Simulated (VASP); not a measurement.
# FeO (Wuestite): cell size against the level of theory, part 3 of 3

Aim: relax FeO (Wuestite) at several levels and hold each cell against experiment. LASPH is on for some levels and off for others; the table marks which. The start is a cell from a database of measured crystal structures.

VASP 6.6.1, plane waves and PAW; the level of theory is named at each step.

Still holding for the runs below: The cell holds one magnetic atom, so no antiferromagnetic order fits into it. The k-mesh is coarse for a metal. Oxides and halides of Fe are often magnetic insulators, and a metal at this level, without U or exact exchange, may be an artefact.

So far. Step 3 (Relaxation with LDA): It ends at 9.162 Å³/atom, -9.5 % from the start, with -0.12 GPa left. The conventional cell has a = 4.185 Å. Step 4 (Relaxation with r2SCAN): It ends at 9.707 Å³/atom, -4.1 % from the start, with -0.01 GPa left. The conventional cell has a = 4.266 Å.

## (5) Relaxation with PBE + D3(BJ)

This step: PBE with D3(BJ), spin-polarised from a ferromagnetic start (one magnetic atom a cell); plane waves and PAW (Fe, O) (VASP 6.6.1).

A dispersion term adds the long-range attraction that semilocal functionals lack. D3 with Becke-Johnson damping keeps a finite attraction at short range.

Input file INCAR:

```
SYSTEM = FeO
PREC = Accurate
ENCUT = 560
EDIFF = 1E-06
NELM = 100
ISMEAR = -1
SIGMA = 0.05
LREAL = .FALSE.
ALGO = Normal
GGA = PE
IVDW = 12
NBANDS = 14
ISPIN = 2
MAGMOM = 3 0
LMAXMIX = 4
LORBIT = 11
LWAVE = .FALSE.
LCHARG = .FALSE.
KPAR = 2
IBRION = 2
NSW = 60
ISIF = 3
EDIFFG = -0.01
```

Input file POSCAR:

```
FeO
1.0
    0.0000000000      2.1630000000      2.1630000000
    2.1630000000      0.0000000000      2.1630000000
    2.1630000000      2.1630000000      0.0000000000
Fe O
1 1
Direct
    0.0000000000      0.0000000000      0.0000000000
    0.5000000000      0.5000000000      0.5000000000
```

Input file KPOINTS:

```
Automatic mesh
0
Gamma
8 8 8
0 0 0
```

Potentials, in the order of the species: Fe and O (PBE family, release 64).

Launch:

```sh
mpirun -np 2 vasp_std
```

The log of the run:

```text
[... set-up lines as in an earlier step ...]
 entering main loop
       N       E                     dE             d eps       ncg     rms          rms(c)
[... 15 cycles as in an earlier step ...]
   1 F= -.15326981E+02 E0= -.15320101E+02  d E =-.153270E+02  mag=     4.0014
[...]
N       E                     dE             d eps       ncg     rms          rms(c)
DAV:   1    -0.151198665096E+02   -0.18666E+00   -0.38367E+00  1714   0.300E+01    0.377E+00
DAV:   2    -0.149245863587E+02    0.19528E+00   -0.34865E-01  1882   0.796E+00    0.244E+00
DAV:   3    -0.149211827011E+02    0.34037E-02   -0.32584E-02  1882   0.329E+00    0.134E+00
DAV:   4    -0.149191490693E+02    0.20336E-02   -0.17683E-03  1826   0.617E-01    0.542E-01
DAV:   5    -0.149179315301E+02    0.12175E-02   -0.85824E-04  1786   0.379E-01    0.115E-01
DAV:   6    -0.149179944481E+02   -0.62918E-04   -0.50385E-05  2186   0.136E-01    0.297E-02
DAV:   7    -0.149179961804E+02   -0.17323E-05   -0.72495E-06  1762   0.276E-02    0.189E-02
DAV:   8    -0.149179973014E+02   -0.11210E-05   -0.65168E-07  1354   0.111E-02    0.446E-03
DAV:   9    -0.149179972790E+02    0.22332E-07   -0.34520E-07   890   0.756E-03
   2 F= -.15331856E+02 E0= -.15325326E+02  d E =-.487442E-02  mag=     3.9990
 trial-energy change:   -0.004874  1 .order   -0.004407   -0.031675    0.022861
 step:   0.5932(harm=  0.5808)  dis= 0.00000  next Energy=   -15.336474 (dE=-0.949E-02)
[...]
N       E                     dE             d eps       ncg     rms          rms(c)
DAV:   1    -0.149642313143E+02   -0.46234E-01   -0.64535E-01  1696   0.125E+01    0.152E+00
DAV:   2    -0.149322104509E+02    0.32021E-01   -0.58581E-02  1876   0.320E+00    0.979E-01
DAV:   3    -0.149315339507E+02    0.67650E-03   -0.56816E-03  1944   0.146E+00    0.547E-01
DAV:   4    -0.149311685909E+02    0.36536E-03   -0.35074E-04  1906   0.288E-01    0.232E-01
DAV:   5    -0.149309643536E+02    0.20424E-03   -0.13309E-04  1788   0.146E-01    0.490E-02
DAV:   6    -0.149309777894E+02   -0.13436E-04   -0.10046E-05  2236   0.565E-02    0.136E-02
DAV:   7    -0.149309781988E+02   -0.40932E-06   -0.11510E-06  1142   0.126E-02
   3 F= -.15336500E+02 E0= -.15329861E+02  d E =-.951824E-02  mag=     3.9998
[...]
reached required accuracy - stopping structural energy minimisation
```

It took 27 s on 2 MPI ranks of AMD EPYC 7R43, shared host; peak memory 0.28 GiB; 47 s of CPU time.

Parts of OUTCAR (step 5):

```text
 Edisp (eV)   -0.41386

 Edisp (eV)   -0.40552

  Total      -0.00019    -0.00019    -0.00019     0.00000     0.00000     0.00000
  in kB      -0.01556    -0.01556    -0.01556     0.00000     0.00000     0.00000
  external pressure =       -0.02 kB  Pullay stress =        0.00 kB

 POSITION                                       TOTAL-FORCE (eV/Angst)
 -----------------------------------------------------------------------------------
      0.00000      0.00000      0.00000         0.000000      0.000000      0.000000
      2.14252      2.14252      2.14252        -0.000000     -0.000000     -0.000000
 -----------------------------------------------------------------------------------
    total drift:                                0.000000     -0.000000      0.000000

  FREE ENERGIE OF THE ION-ELECTRON SYSTEM (eV)
  ---------------------------------------------------
  free  energy   TOTEN  =       -15.3364997345 eV

  energy  without entropy=      -15.3232224547  energy(sigma->0) =      -15.32986109

 magnetization (x)
# of ion       s       p       d       tot
------------------------------------------
    1        0.027   0.022   3.568   3.617
    2        0.031   0.273   0.000   0.304
--------------------------------------------------
tot          0.058   0.295   3.568   3.921

[... 2 parts as in an earlier step ...]

[... 2 further parts left out ...]
[key lines of the parts left out:]
E-fermi :   6.4069
```

Relaxation path:

```csv
step,energy less that of the first step (eV),largest force (eV/Å),pressure (GPa),volume (Å³)
1,0.0000,0.0000,-5.24,20.24
2,-0.0049,0.0000,3.97,19.29
3,-0.0095,0.0000,0.00,19.67
```

```csv
"conventional cell, symmetrised",before,after,change
a (Å),4.326,4.285,-0.9 %
b (Å),4.326,4.285,-0.9 %
c (Å),4.326,4.285,-0.9 %
volume (Å³/atom),10.12,9.84,-2.8 %
```

The relaxed structure:

```cif
data_structure
_symmetry_space_group_name_H-M 'P 1'
_symmetry_Int_Tables_number 1
_cell_length_a 3.0300
_cell_length_b 3.0300
_cell_length_c 3.0300
_cell_angle_alpha 60.000
_cell_angle_beta 60.000
_cell_angle_gamma 60.000
_cell_volume 19.67
loop_
_atom_site_label
_atom_site_type_symbol
_atom_site_fract_x
_atom_site_fract_y
_atom_site_fract_z
_atom_site_occupancy
Fe1 Fe 0.00000 0.00000 0.00000 1
O2 O 0.50000 0.50000 0.50000 1
```

It ends at 9.835 Å³/atom, -2.8 % from the start, with 0.00 GPa left. The conventional cell has a = 4.285 Å. Against plain PBE, the dispersion term moves a by -0.6 %.

## (6) The cells as a table

This step: relaxed cells at several levels; plane waves and PAW (VASP 6.6.1).

No new run; the numbers come from the runs before.

Lengths are those of the conventional cell; cost is the wall time of each run, as given at its step, times its ranks, without the set-up around it; LASPH differs between rows, which moves results and costs too. Results by level, by row:

```csv
level,volume (Å³/atom),change from the start (%),a (Å),largest site moment (μB),cost (core minutes),LASPH
PBE,10.01,-1.1,4.31,3.62,1.07,off
LDA,9.16,-9.5,4.185,3.429,1.3,off
r2SCAN,9.71,-4.1,4.266,3.678,5.94,on
PBE + D3(BJ),9.84,-2.8,4.285,3.617,0.9,off
```

## (7) What came out

| Item | Value |
| --- | --- |
| volume, PBE | 10.01 Å³/atom |
| volume, LDA | 9.162 Å³/atom |
| volume, r2SCAN | 9.707 Å³/atom |
| volume, PBE + D3(BJ) | 9.835 Å³/atom |

For FeO (Wuestite) the levels give volumes between 9.162 Å³/atom (LDA) and 10.01 Å³/atom (PBE), a spread of 9.3 %, while the cost of the finished runs spans a factor of 6.6. Against the volume of the start, a cell from experiment, PBE comes nearest (-1.1 %) and LDA lies farthest (-9.5 %); thermal expansion is in that cell alone. Within 2 % of it: PBE. The costs hold the number of ionic steps as well as the price of the functional. Adding D3(BJ) to PBE changes the volume by -1.7 % (a by -0.6 %). Within 0.02 Å all end in space group Fm-3m; the runs can't lower the symmetry of the start. The k-sampling is coarse for a metal, so the Fermi level, moments, pressures and the shape of the cell carry errors. Only the typed magnetic starts were tried, so the magnetic ground state may differ and with it the other results. LASPH is on for some levels and off for others, so differences between them are not the functional's alone. Each is a single relaxation on the plane waves of the start cell, so larger changes of volume carry a basis-set error that was not tested here. Zero-point and thermal expansion are not included.

[Lines on the potential files, build, host, timing and source positions are cut from VASP's logs without a mark.]

[Logs are printed without paths, hosts, clocks, repeated set-up lines and the standing remarks that a program may print on its own settings, such as how far it seeks lower states.]

[Hosts, paths, dates, database ids (printed as entryN), source tags and the programs' standing remarks are cut or masked in the printed files.]

[A measured line is paired with the nearest computed mode of its activity, which favours agreement.]
